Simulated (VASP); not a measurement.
Here is the system:

```xyz
2
Lattice="3.3064 0.0000 0.0000 0.0000 3.3064 0.0000 0.0000 0.0000 3.3064" Properties=species:S:1:pos:R:3 pbc="T T T"
In     1.6532     1.6532     1.6532
Pd     0.0000     0.0000     0.0000
```

Calculation: PBE GGA, VASP's PBE PAW potentials (set 64) (plane waves; VASP). Settings: 500 eV cut-off, 11×11×11 Γ-centred mesh, first-order Methfessel-Paxton smearing of 0.10 eV, potentials In_d Pd.

Energy and stress use the plane-wave basis of the starting cell.

### Question
The ions, cell shape and volume at an external pressure of 5.0 GPa are relaxed. Which structure does the run end with?

### Answer

```xyz
2
Lattice="3.2615 0.0000 0.0000 0.0000 3.2615 0.0000 0.0000 0.0000 3.2615" Properties=species:S:1:pos:R:3 pbc="T T T"
In     1.6307     1.6307     1.6307
Pd     0.0000     0.0000     0.0000
```
Space group Pm-3m (221), at a tolerance of 0.03 Å.

### Question
How do energy and volume change from the first to the last step?

### Answer
The energy (σ→0) changes by +10.2 meV/atom and the volume by -4.0 %, in 3 ionic steps.

The compound is PdIn in the CsCl type structure. This run relaxes it under an external pressure of 5 GPa. Symmetry was kept, so distortions that lower it aren't found. The electron count is odd and the run is not spin-polarised, which forces a metal.
